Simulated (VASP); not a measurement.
These are PBE GGA, VASP's PBE PAW potentials (set 64) (plane waves; VASP 6.6.1) values and carry that method's errors.

VASP ran on this input.

File POSCAR:
```
TlI
1.0
  5.5713380000   0.0000000000   0.0000000000
 -2.7856690000   4.8249210000   0.0000000000
  0.0000000000   0.0000000000   9.1245660000
Tl I
2 2
Cart
  2.7856717857   1.6083053917   0.0000000000
 -0.0000027857   3.2166156083   4.5622830000
  2.7856717857   1.6083053917   5.7046786632
 -0.0000027857   3.2166156083   1.1423956632
```

**KPOINTS**
```
Regular mesh
0
Gamma
3 3 2
```

**KPOINTS_OPT**
```
k-points along high-symmetry lines
6
Line-mode
Reciprocal
  0.000000   0.000000   0.000000 ! GAMMA
  0.500000   0.000000   0.000000 ! M

  0.500000   0.000000   0.000000 ! M
  0.333333   0.333333   0.000000 ! K

  0.333333   0.333333   0.000000 ! K
  0.000000   0.000000   0.000000 ! GAMMA

  0.000000   0.000000   0.000000 ! GAMMA
  0.000000   0.000000   0.500000 ! A

  0.000000   0.000000   0.500000 ! A
  0.500000   0.000000   0.500000 ! L

  0.500000   0.000000   0.500000 ! L
  0.333333   0.333333   0.500000 ! H

  0.333333   0.333333   0.500000 ! H
  0.000000   0.000000   0.500000 ! A

  0.500000   0.000000   0.500000 ! L
  0.500000   0.000000   0.000000 ! M

  0.333333   0.333333   0.500000 ! H
  0.333333   0.333333   0.000000 ! K
```

**INCAR**
```
# general
SYSTEM =TlI
PREC   =Accurate
ENCUT  =300
LREAL  =F
LASPH  =T

# electronic loop
EDIFF  =1E-6
NELM   =100
ALGO   =Normal
LMAXMIX=4

# smearing
ISMEAR =-1
SIGMA  =0.1

# functional
GGA    =PE

# ions
ISIF   =2

# output
LWAVE  =F
LCHARG =F
```

POTCAR, in this order: Tl_d I (PBE.64 set). Program: vasp_std.

The path is coarsely sampled, so an indirect gap can come out somewhat too large. Unless said otherwise, spin-orbit coupling is left out, though it shifts the bands of the heavy elements here.

Estimate the energy per atom (σ→0), band gap (over mesh and band path).

```
Item                                         Value
----------------------------------  --------------
energy per atom (σ→0)               -2.484 eV/atom
band gap (over mesh and band path)         3.08 eV
```

**OSZICAR**
```
...
       N       E                     dE             ncg
       N       E                     dE             ncg
       N       E                     dE             ncg
       N       E                     dE             ncg
       N       E                     dE             ncg
       N       E                     dE             ncg
       N       E                     dE             ncg
       N       E                     dE             ncg
```

The structure was generated: TlI was put into an ordered model structure, which need not be its known phase. The cell was not relaxed at this level. The k-mesh is coarse (spacing up to 0.43 per Å, 2π included), so the numbers may not be converged in it.
